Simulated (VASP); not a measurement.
Set up this calculation in VASP 6.6.1, as the native input.

* Task: band structure
* Functional: PBEsol
* Potentials or basis: VASP PAW PBE potentials, release 64 (Mg, O)
* Cutoff: 520 eV
* k mesh: 12 × 12 × 12
* Occupations: gaussian, width 0.02 eV
* Spin: no spin polarisation
* Further INCAR settings: ALGO = Fast; EDIFF = 1e-07

The structure of MgO lies in POSCAR:

```
MgO                                     
1.0
   -0.0000000000      2.1039367209      2.1039367209
    2.1039367209      0.0000000000      2.1039367209
    2.1039367209      2.1039367209     -0.0000000000
  Mg              O             
     1     1
Direct
     0.0000000000000000    0.0000000000000000    0.0000000000000000
     0.5000000000000000    0.5000000000000000    0.5000000000000000
```

The cell was built by a generator and needn't be a form met in nature.

The input as run:

INCAR

```
PREC = Accurate ; ENCUT = 520
EDIFF = 1E-7 ; ISMEAR = 0
SIGMA = 0.02 ; LREAL = F
LASPH = T ; NELM = 80
ALGO = Fast ; ISIF = 2
LWAVE = F ; LCHARG = F
GGA = PS
```

KPOINTS

```
Automatic mesh
0
Gamma
  12 12 12
```

KPOINTS_OPT

```
path GXWKGLUWLK,UX
20
line-mode
reciprocal
 0.0000000000  0.0000000000  0.0000000000  G
 0.5000000000  0.0000000000  0.5000000000  X

 0.5000000000  0.0000000000  0.5000000000  X
 0.5000000000  0.2500000000  0.7500000000  W

 0.5000000000  0.2500000000  0.7500000000  W
 0.3750000000  0.3750000000  0.7500000000  K

 0.3750000000  0.3750000000  0.7500000000  K
 0.0000000000  0.0000000000  0.0000000000  G

 0.0000000000  0.0000000000  0.0000000000  G
 0.5000000000  0.5000000000  0.5000000000  L

 0.5000000000  0.5000000000  0.5000000000  L
 0.6250000000  0.2500000000  0.6250000000  U

 0.6250000000  0.2500000000  0.6250000000  U
 0.5000000000  0.2500000000  0.7500000000  W

 0.5000000000  0.2500000000  0.7500000000  W
 0.5000000000  0.5000000000  0.5000000000  L

 0.5000000000  0.5000000000  0.5000000000  L
 0.3750000000  0.3750000000  0.7500000000  K

 0.6250000000  0.2500000000  0.6250000000  U
 0.5000000000  0.0000000000  0.5000000000  X
```

Potentials or basis: VASP PAW PBE potentials, release 64 (Mg, O).

Command:

```bash
$ cat potpaw_PBE.64/Mg/POTCAR potpaw_PBE.64/O/POTCAR > POTCAR
$ mpirun -np 1 vasp_std > vasp.out
```

Results of the run:

* Pressure: 0.2 GPa
* Band gap on the k mesh: 4.66 eV, direct
* Band gap along the path: 4.66 eV, direct

Caveat: the PAW data sets were made with another functional, which shifts forces and pressure a little.

Wall time 9.5 s on 1 thread of Intel(R) Xeon(R) 6975P-C (Granite Rapids) (shared host), peak memory 0.15 GiB.
